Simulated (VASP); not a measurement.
Given:

```yaml
crystal:
  lattice:
    - [4.23986, 0.00000, 0.00000]
    - [-2.11993, 3.67183, 0.00000]
    - [0.00000, 0.00000, 4.66387]
  atoms:
    - { symbol: Sr, position: [0.00000, 0.00000, 0.00000] }
    - { symbol: Al, position: [0.66667, 0.33333, 0.50000] }
    - { symbol: Si, position: [0.33333, 0.66667, 0.50000] }
```

All values below come from PBEsol GGA with spin-orbit coupling, VASP's PBE PAW potentials (set 64) (plane waves; VASP). Run with 400 eV cut-off, 8×8×6 Γ-centred mesh, Gaussian smearing of 0.050 eV, potentials Sr_sv Al Si.

Q: Give the energies of bands 11 to 23 at the high-symmetry points, in eV from the Fermi level.

A: 
```
band      Γ      M      K      A      L      H
----  -----  -----  -----  -----  -----  -----
11    -1.60  -6.06  -5.76  -4.22  -5.51  -5.86
12    -1.60  -6.06  -5.73  -4.22  -5.51  -5.85
13    -1.40  -2.16  -4.29  -1.01  -2.54  -3.46
14    -1.40  -2.16  -4.29  -1.01  -2.54  -3.46
15    -1.38  -1.43  -0.97  -0.99  -1.90  -1.66
16    -1.38  -1.43  -0.97  -0.99  -1.90  -1.60
17    -0.34  -0.68   0.00   1.16  -1.22  -0.90
18    -0.34  -0.68   0.00   1.16  -1.22  -0.83
19     0.88   1.53   2.04   1.18   0.85   2.20
20     0.88   1.53   2.05   1.18   0.85   2.20
21     2.39   2.89   2.61   1.52   3.82   4.09
22     2.39   2.89   2.61   1.52   3.82   4.10
23     2.43   3.01   3.23   2.51   4.98   4.55
```

It has no gap at this level: it comes out as a metal or semimetal.

The structure comes from a computed database's SrAlSi entry (P-6m2); how it stands against other phases isn't given here. It was relaxed first.
